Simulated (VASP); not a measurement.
A convergence study with VASP on SiC (zinc blende): a few settings are varied, all else stays as given below, so the limit is that of these other settings. The cell's lengths are 1 % over those of the tabulated start and one atom is moved, so it is off equilibrium.

```
CSi
1.0
    0.00000     2.20180     2.20180
    2.20180     0.00000     2.20180
    2.20180     2.20180     0.00000
Si C
1 1
Direct
  0.00000   0.00000   0.00000
  0.23624   0.26376   0.26376
```

All values below come from LDA (Ceperley-Alder, Perdew-Zunger), VASP's LDA PAW potentials (set 64) (plane waves; VASP). The last row used: 900 eV cut-off, 9×9×9 Γ-centred mesh, Gaussian smearing of 0.050 eV, potentials Si C_h.

Gaps are read on the run's mesh, which can miss a band edge. Energies of different potentials or hybrids have different zeros.

| setting | E (eV/atom) | pressure (GPa) | gap on the mesh (eV) | plane waves |
|---|---|---|---|---|
| ENCUT = 300, POTCAR Si C | -8.2975 | -17.64 | 1.165 | 265 |
| ENCUT = 520, POTCAR Si C | -8.2881 | -9.89 | 1.185 | 589 |
| ENCUT = 900, POTCAR Si C | -8.2919 | -9.96 | 1.187 | 1363 |
| ENCUT = 300, POTCAR Si_GW C | -8.3044 | -17.37 | 1.169 | 265 |
| ENCUT = 400, POTCAR Si_GW C | ? | ? | 1.185 | 397 |
| ENCUT = 520, POTCAR Si_GW C | -8.2896 | -9.81 | 1.186 | 589 |
| ENCUT = 700, POTCAR Si_GW C | -8.2924 | -10.00 | 1.188 | 914 |
| ENCUT = 900, POTCAR Si_GW C | -8.2936 | -9.87 | 1.188 | 1363 |
| ENCUT = 300, POTCAR Si_sv_GW C | 25.2055 | -3549.34 | 1.184 | 265 |
| ENCUT = 400, POTCAR Si_sv_GW C | -6.5498 | -328.35 | 1.191 | 397 |
| ENCUT = 520, POTCAR Si_sv_GW C | -8.2279 | -37.29 | 1.188 | 589 |
| ENCUT = 700, POTCAR Si_sv_GW C | -8.2828 | -10.55 | 1.189 | 914 |
| ENCUT = 900, POTCAR Si_sv_GW C | -8.2852 | -10.69 | 1.190 | 1363 |
| ENCUT = 300, POTCAR Si C_s | -8.2833 | -10.67 | 1.191 | 265 |
| ENCUT = 400, POTCAR Si C_s | ? | ? | 1.190 | 397 |
| ENCUT = 520, POTCAR Si C_s | -8.2911 | -9.97 | 1.190 | 589 |
| ENCUT = 700, POTCAR Si C_s | -8.2915 | -9.92 | 1.191 | 914 |
| ENCUT = 900, POTCAR Si C_s | -8.2917 | -9.91 | 1.191 | 1363 |
| ENCUT = 300, POTCAR Si C_h | -7.9607 | -40.76 | 0.849 | 265 |
| ENCUT = 400, POTCAR Si C_h | -8.1019 | -29.90 | 1.034 | 397 |
| ENCUT = 520, POTCAR Si C_h | -8.2348 | -18.76 | 1.133 | 589 |
| ENCUT = 700, POTCAR Si C_h | -8.2860 | -11.72 | 1.182 | 914 |
| ENCUT = 900, POTCAR Si C_h | -8.2922 | -10.10 | 1.187 | 1363 |

Complete the blanks.

- ENCUT = 400, POTCAR Si_GW C, E (eV/atom): -8.2929
- ENCUT = 400, POTCAR Si_GW C, pressure (GPa): -10.81
- ENCUT = 400, POTCAR Si C_s, E (eV/atom): -8.2895
- ENCUT = 400, POTCAR Si C_s, pressure (GPa): -10.05

Left out are rungs that failed or repeat a setting and relaxations that didn't move; long series are thinned to 24 rows.

The compound is SiC in the zinc blende structure. The cell was not relaxed at this level, it is distorted from the ideal structure.
